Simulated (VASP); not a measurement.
## Ti2RuC3: relaxation of cell and atoms with PBE

Crystal: Ti2RuC3.

```
Ti Ru C
1.0
    -1.59276    1.59276    6.81149
     1.59276   -1.59276    6.81149
     1.59276    1.59276   -6.81149
Ti Ru C
2 1 3
Direct
  0.66500 0.66500 0.00000
  0.33500 0.33500 0.00000
  0.00000 0.00000 0.00000
  0.84000 0.84000 0.00000
  0.16000 0.16000 0.00000
  0.50000 0.50000 0.00000
```

The cell was built by a generator and needn't be a form met in nature.

```yaml
Program: VASP 6.6.1
Task: relaxation of cell and atoms
Functional: PBE
Potentials_or_basis: VASP PAW PBE potentials, release 64 (Ti_sv, Ru_pv, C)
Cutoff: 520 eV
k_mesh: 7 × 7 × 7
Occupations: gaussian, width 0.15 eV
Spin: no spin polarisation
Further_INCAR_settings: PREC = Normal; ALGO = Fast; EDIFF = 0.0001; IBRION = 2; EDIFFG = -0.08; NSW = 24; ISIF = 3
```

```
Relaxed volume                         : 10.02 Å³/atom
Relaxed cell                           : a = 6.791 Å, b = 6.791 Å, c = 6.791 Å, α = 153.99°, β = 153.99°, γ = 37.11°
Space group after relaxing (to 0.05 Å) : I4/mmm (No. 139)
Energy gained by relaxing              : 160.1 meV/atom
Ionic steps                            : 13
Pressure after relaxing                : 0.1 GPa
Largest force after relaxing           : 0.014 eV/Å
Band gap on the k mesh                 : none (metal or under the smearing width)
```

Forces in eV/Å, atoms in the order of the input:
```
Ti   0.000  0.000 -0.014
Ti   0.000  0.000  0.014
Ru   0.000  0.000  0.000
C    0.000  0.000  0.006
C    0.000  0.000 -0.006
C    0.000  0.000  0.000
```

Stress tensor (GPa, compression positive):
```
-0.04  0.00  0.00
 0.00 -0.04  0.00
 0.00  0.00  0.38
```

The path:
| step | energy change (eV) | largest force (eV/Å) | pressure (GPa) | volume (Å³) |
| --- | --- | --- | --- | --- |
| 1 | 0.0000 | 0.8260 | -26.98 | 69.12 |
| 2 | 0.5741 | 1.4656 | 60.36 | 51.47 |
| 3 | -0.8517 | 1.1149 | -0.58 | 60.61 |
| 4 | -0.8536 | 1.1215 | 0.37 | 60.35 |
| 5 | -0.8535 | 1.1288 | 1.06 | 60.18 |
| 6 | -0.9437 | 0.3703 | 1.44 | 59.93 |
| 7 | -0.9559 | 0.1562 | 1.68 | 59.80 |
| 8 | -0.9568 | 0.0439 | -2.02 | 60.68 |
| 9 | -0.9596 | 0.0908 | -0.74 | 60.28 |
| 10 | -0.9597 | 0.0980 | -0.49 | 60.21 |
| 11 | -0.9597 | 0.1065 | -0.20 | 60.19 |
| 12 | -0.9598 | 0.0849 | -0.60 | 60.21 |
| 13 | -0.9603 | 0.0141 | 0.10 | 60.12 |

Final structure:
```cif
data_structure
_symmetry_space_group_name_H-M 'P 1'
_symmetry_Int_Tables_number 1
_cell_length_a 6.7908
_cell_length_b 6.7908
_cell_length_c 6.7908
_cell_angle_alpha 153.993
_cell_angle_beta 153.993
_cell_angle_gamma 37.110
_cell_volume 60.12
loop_
_atom_site_label
_atom_site_type_symbol
_atom_site_fract_x
_atom_site_fract_y
_atom_site_fract_z
_atom_site_occupancy
Ti1 Ti 0.66758 0.66758 0.00000 1
Ti2 Ti 0.33242 0.33242 0.00000 1
Ru1 Ru 0.00000 0.00000 0.00000 1
C1 C 0.83311 0.83311 0.00000 1
C2 C 0.16689 0.16689 0.00000 1
C3 C 0.50000 0.50000 0.00000 1
```

Levels at points of the mesh, in eV from the Fermi level:
```tsv
k point	band 23	band 24	band 25	band 26	band 27	band 28
(0.00, 0.00, 0.00)	-1.36	-0.25	-0.25	0.05	0.27	0.96
```

It took 21 min on 1 thread of AMD EPYC 7R13 Processor (Zen 3), on a shared host, peak memory 0.28 GiB.

Caveat: the k mesh is coarse (spacing up to 0.40 Å⁻¹), so the values aren't converged; the relaxation stopped at a loose force limit of 0.08 eV/Å, so its end isn't a converged minimum.
